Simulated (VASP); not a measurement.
All values below come from LDA (Ceperley-Alder, Perdew-Zunger), VASP's LDA PAW potentials (set 64) (plane waves; VASP 6.6.1).

Input for VASP

**INCAR**
```
# general
SYSTEM =Pd
PREC   =Accurate
ENCUT  =520   # plane-wave cut-off (eV)
LREAL  =.FALSE.
LASPH  =.TRUE.

# electronic loop
EDIFF  =1E-7   # SCF stop (eV)
NELM   =100
ALGO   =Normal   # blocked Davidson
LMAXMIX=4

# smearing
ISMEAR =-5

# ions
ISIF   =2   # forces and stress, cell fixed

# output
LWAVE  =.FALSE.
LCHARG =.TRUE.
LORBIT =11   # lm-projected
NEDOS  =601
```

### POSCAR
```
Pd
2.7147680
  0.0000000000   0.7071066735   0.7071066735
  0.7071066735   0.0000000000   0.7071066735
  0.7071066735   0.7071066735   0.0000000000
Pd
1
Cartesian
  0.0000000000   0.0000000000   0.0000000000
```

**KPOINTS**
```
Automatic mesh
0
Gamma
18 18 18
0 0 0
```

POTCAR, in this order: Pd (LDA.64 set). Program: vasp_std.

Output of the run:

### OSZICAR
```
       N       E                     dE             d eps       ncg     rms          rms(c)
DAV:   1     0.376222986520E+02    0.37622E+02   -0.53283E+03  3550   0.105E+03
DAV:   2    -0.646700761749E+01   -0.44089E+02   -0.43223E+02  3765   0.194E+02
DAV:   3    -0.684424721558E+01   -0.37724E+00   -0.37559E+00  4058   0.209E+01
DAV:   4    -0.684620163453E+01   -0.19544E-02   -0.19570E-02  4175   0.139E+00
DAV:   5    -0.684622344677E+01   -0.21812E-04   -0.21842E-04  4146   0.119E-01    0.915E+00
DAV:   6    -0.651815898947E+01    0.32806E+00   -0.14627E+00  3595   0.114E+01    0.433E+00
DAV:   7    -0.650094685909E+01    0.17212E-01   -0.13106E-02  4056   0.101E+00    0.221E+00
DAV:   8    -0.649511362479E+01    0.58332E-02   -0.15952E-03  3873   0.398E-01    0.739E-02
DAV:   9    -0.649511589029E+01   -0.22655E-05   -0.12753E-05  4726   0.394E-02    0.213E-02
DAV:  10    -0.649511691459E+01   -0.10243E-05   -0.19099E-06  4000   0.142E-02    0.228E-03
DAV:  11    -0.649511706665E+01   -0.15206E-06   -0.16057E-08  2911   0.124E-03    0.572E-04
DAV:  12    -0.649511708083E+01   -0.14179E-07   -0.11876E-09  1867   0.400E-04
   1 F= -.64951171E+01 E0= -.64951171E+01  d E =0.000000E+00
```

**OUTCAR**
```
------------------------ aborting loop because EDIFF is reached ----------------------------------------
  FORCE on cell =-STRESS in cart. coord.  units (eV):
  Direction    XX          YY          ZZ          XY          YZ          ZX
  --------------------------------------------------------------------------------------
  Total        0.0185813      0.0185813      0.0185813      0.0000000      0.0000000      0.0000000
  in kB        2.1042811      2.1042811      2.1042811      0.0000000      0.0000000      0.0000000
  external PRESSURE =       2.1042811 kB  Pullay stress =       0.0000000 kB
  volume of cell :       14.15
      direct lattice vectors                 reciprocal lattice vectors
     0.000000000  1.919630570  1.919630570    -0.260466783  0.260466783  0.260466783
     1.919630570  0.000000000  1.919630570     0.260466783 -0.260466783  0.260466783
     1.919630570  1.919630570  0.000000000     0.260466783  0.260466783 -0.260466783
 POSITION                                       TOTAL-FORCE (eV/Angst)
 -----------------------------------------------------------------------------------
      0.00000      0.00000      0.00000        -0.000000      0.000000      0.000000
 -----------------------------------------------------------------------------------
    total drift:                                0.000000      0.000000      0.000000
  FREE ENERGIE OF THE ION-ELECTRON SYSTEM (eV)
  ---------------------------------------------------
  free  energy   TOTEN  =        -6.4951170808 eV

  energy  without entropy=       -6.4951170808  energy(sigma->0) =       -6.49511708

 total charge

# of ion       s       p       d       tot
------------------------------------------
    1        0.513   0.529   8.490   9.531
```
(Selected blocks of OUTCAR.)

File OUTCAR:
```
 val. band max:       10.3399128746   @ k =   0.4444   0.1667   0.0000

 cond. band min:      10.2881721800   @ k =   0.3889   0.0556   0.0000


 Fermi energy:        10.3129194769

 k-point     1 :       0.0000    0.0000    0.0000
  band No.  band energies     occupation
      1       2.7575      2.00000
      2       7.2576      2.00000
      3       7.2576      2.00000
      4       7.2576      2.00000
      5       9.0211      2.00000
      6       9.0211      2.00000
      7      27.4609      0.00000
      8      32.4229      0.00000
      9      32.4229      0.00000

 k-point     2 :       0.0556    0.0000    0.0000
  band No.  band energies     occupation
      1       2.8744      2.00000
      2       7.2136      2.00000
      3       7.2997      2.00000
      4       7.2997      2.00000
      5       8.9998      2.00000
      6       8.9998      2.00000
      7      27.5981      0.00000
      8      31.6785      0.00000
      9      32.5674      0.00000

 k-point     3 :       0.1111    0.0000    0.0000
  band No.  band energies     occupation
      1       3.2114      2.00000
      2       7.1040      2.00000
      3       7.4100      2.00000
      4       7.4100      2.00000
      5       8.9551      2.00000
      6       8.9551      2.00000
      7      27.9271      0.00000
      8      30.1448      0.00000
      9      32.9806      0.00000

 k-point     4 :       0.1667    0.0000    0.0000
  band No.  band energies     occupation
      1       3.7181      2.00000
      2       7.0011      2.00000
      3       7.5343      2.00000
      4       7.5343      2.00000
      5       8.9461      2.00000
      6       8.9461      2.00000
      7      27.8052      0.00000
      8      28.8605      0.00000
      9      33.5927      0.00000

 k-point     5 :       0.2222    0.0000    0.0000
  band No.  band energies     occupation
      1       4.2683      2.00000
      2       7.0539      2.00000
      3       7.5896      2.00000
...
```

For a metal the tetrahedron method with Blöchl corrections gives inexact stress and forces.

The compound is Pd in the fcc structure. It was relaxed first.
